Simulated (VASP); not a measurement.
Output of a VASP run:

**OSZICAR**
```
       N       E                     dE             d eps       ncg     rms          rms(c)
DAV:   1     0.770458636432E+02    0.77046E+02   -0.65207E+03   728   0.110E+03
DAV:   2    -0.422090479799E+01   -0.81267E+02   -0.78343E+02  1007   0.154E+02
DAV:   3    -0.933776869424E+01   -0.51169E+01   -0.50903E+01   858   0.443E+01
DAV:   4    -0.943071713235E+01   -0.92948E-01   -0.92874E-01   898   0.720E+00
DAV:   5    -0.943250055001E+01   -0.17834E-02   -0.17834E-02   867   0.945E-01    0.123E+01
DAV:   6    -0.942044544629E+01    0.12055E-01   -0.17285E-02   768   0.910E-01    0.776E+00
DAV:   7    -0.941961877202E+01    0.82667E-03   -0.35721E-02   778   0.134E+00    0.293E-01
DAV:   8    -0.941909265559E+01    0.52612E-03   -0.63496E-03   738   0.512E-01    0.138E-01
DAV:   9    -0.941912562660E+01   -0.32971E-04   -0.18030E-04   961   0.103E-01    0.102E-01
DAV:  10    -0.941916075963E+01   -0.35133E-04   -0.47823E-05   728   0.500E-02    0.207E-02
DAV:  11    -0.941915683013E+01    0.39295E-05   -0.13918E-05   758   0.258E-02    0.919E-03
DAV:  12    -0.941915701077E+01   -0.18064E-06   -0.15280E-06   863   0.805E-03    0.280E-03
DAV:  13    -0.941915704341E+01   -0.32646E-07   -0.50605E-07   738   0.488E-03
   1 F= -.10220742E+02 E0= -.10220742E+02  d E =0.000000E+00
```

OUTCAR:
```
------------------------ aborting loop because EDIFF is reached ----------------------------------------
 Edisp (eV)   -0.80158
  FORCE on cell =-STRESS in cart. coord.  units (eV):
  Direction    XX          YY          ZZ          XY          YZ          ZX
  --------------------------------------------------------------------------------------
  Total      -0.03063    -0.03063    -0.07355     0.00000     0.00000     0.00000
  in kB      -0.48664    -0.48664    -1.16840     0.00000     0.00000     0.00000
  external pressure =       -0.71 kB  Pullay stress =        0.00 kB
  volume of cell :      100.86
      direct lattice vectors                 reciprocal lattice vectors
     2.211928526 -3.831172297  0.000000000     0.226047087 -0.130508357  0.000000000
     2.211928526  3.831172297  0.000000000     0.226047087  0.130508357  0.000000000
     0.000000000  0.000000000  5.950965164     0.000000000  0.000000000  0.168039969
 POSITION                                       TOTAL-FORCE (eV/Angst)
 -----------------------------------------------------------------------------------
      0.60700      1.05135      3.96731         0.012531      0.021705     -0.000000
      3.20986      0.00000      0.00000        -0.025062      0.000000     -0.000000
      0.60700     -1.05135      1.98365         0.012531     -0.021705      0.000000
 -----------------------------------------------------------------------------------
    total drift:                               -0.000184     -0.000398      0.000015
  FREE ENERGIE OF THE ION-ELECTRON SYSTEM (eV)
  ---------------------------------------------------
  free  energy   TOTEN  =       -10.2207419760 eV

  energy  without entropy=      -10.2207419760  energy(sigma->0) =      -10.22074198

 total charge

# of ion       s       p       d       tot
------------------------------------------
    1        1.435   1.808   0.043   3.286
    2        1.435   1.808   0.043   3.286
    3        1.435   1.808   0.043   3.286
--------------------------------------------------
tot          4.305   5.423   0.128   9.857

 Electric field gradients after diagonalization (V/A^2)
 (convention: |V_zz| > |V_xx| > |V_yy|)
----------------------------------------------------------------------
 ion       V_xx      V_yy      V_zz     asymmetry (V_yy - V_xx)/ V_zz
----------------------------------------------------------------------
   1     334.208   170.262  -504.470       0.325
   2     334.208   170.262  -504.470       0.325
   3     334.208   170.262  -504.470       0.325
```
(Selected blocks of OUTCAR.)

File POSCAR:
```
Te
1
    2.2119285263    -3.8311722970     0.0000000000
    2.2119285263     3.8311722970    -0.0000000000
    0.0000000000     0.0000000000     5.9509651639
Te
3
Direct
  0.0000000000   0.2744198103   0.6666670000
  0.7255801897   0.7255801897   0.0000000000
  0.2744198103   0.0000000000   0.3333330000
```

Question: Reconstruct the remaining input files.

Answer: One answer among several that fit: the input of the run itself, PBE GGA with D3 dispersion (zero damping), plane waves, VASP's PBE PAW potentials (set 64).

### KPOINTS
```
Automatic mesh
0
Gamma
7 7 4
0 0 0
```

### INCAR
```
EDIFF=1E-7
LREAL=F   ! projection in real space or not
ISIF=2   ! forces and stress, cell fixed
NEDOS=601
ENCUT=520
LCHARG=T
IVDW=11   ! D3, zero damping
LWAVE=F
SYSTEM=Te
PREC=Accurate
ISMEAR=-5   ! tetrahedra, Bloechl
LMAXMIX=4
GGA=PE   ! PBE
NELM=100   ! most electronic steps
LASPH=T
LEFG=T
ALGO=Normal
LORBIT=11
```

POTCAR, in this order: Te (PBE.64 set). Program: vasp_std.

The compound is Te in the trig structure. It was relaxed first.
